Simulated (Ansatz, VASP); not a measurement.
**CaMg: VASP beside Ansatz**

The input INCAR:

```
SYSTEM = CaMg
ALGO = Fast
EDIFF = 1E-6
ENCUT = 520
ISIF = 2
ISMEAR = 0
LASPH = .True.
LCHARG = .False.
LREAL = .False.
LWAVE = .False.
NBANDS = 13
NELM = 100
PREC = Accurate
SIGMA = 0.15
```

File KPOINTS:

```
k-points
0
Gamma
  18 18 10
  0 0 0
```

The input POSCAR:

```
CaMg
1.0
    3.5534139318      0.0000000000      0.0000000000
   -1.7767069659      3.0773467351      0.0000000000
    0.0000000000      0.0000000000      5.9911333246
Ca Mg
1 1
Direct
    0.0000000000      0.0000000000      0.5000000000
    0.6666666667      0.3333333333      0.0000000000
```

Input for Ansatz:

```yaml
crystal:
  lattice:
    - [3.5534139318, 0.0, 0.0]
    - [-1.7767069659, 3.0773467351, 0.0]
    - [0.0, 0.0, 5.9911333246]
  atoms:
    - { symbol: Ca, position: [0.0, 0.0, 0.5] }
    - { symbol: Mg, position: [0.6666666667, 0.3333333333, 0.0] }
basis:
  ecutwfc: 420
kpoints:
  mp_grid: { grid: [18, 18, 10] }
hamiltonian:
  xc: lda
scf:
  occupations: { method: gaussian, width: 0.15 }
output:
  forces: true
  stress: true
  eigenvalues: true
```

Alike in both runs: task single point; functional LDA; k mesh 18 × 18 × 10; occupations gaussian, width 0.15 eV; no spin polarisation.

```csv
,VASP,Ansatz
version,VASP 6.6.1,Ansatz 0.2.0
potentials or method,"VASP PAW LDA potentials, release 64 (Ca_sv, Mg)","scalar-relativistic, plane waves, PAW"
plane-wave cutoff (eV),520,420
valence electrons in the cell,12,20
```

|  | VASP | Ansatz | Ansatz less VASP |
| --- | --- | --- | --- |
| gap on the k mesh at the Fermi level (eV) | none | none | - |
| pressure (GPa) | -2.1 | -1.9 | +0.21 |
| largest component of the traceless stress (GPa) | 2.64 | 2.51 | -0.131 |

A gap of «none» marks a metal or a gap that the smearing closes. The two sets of potentials don't hold the same shells in valence.
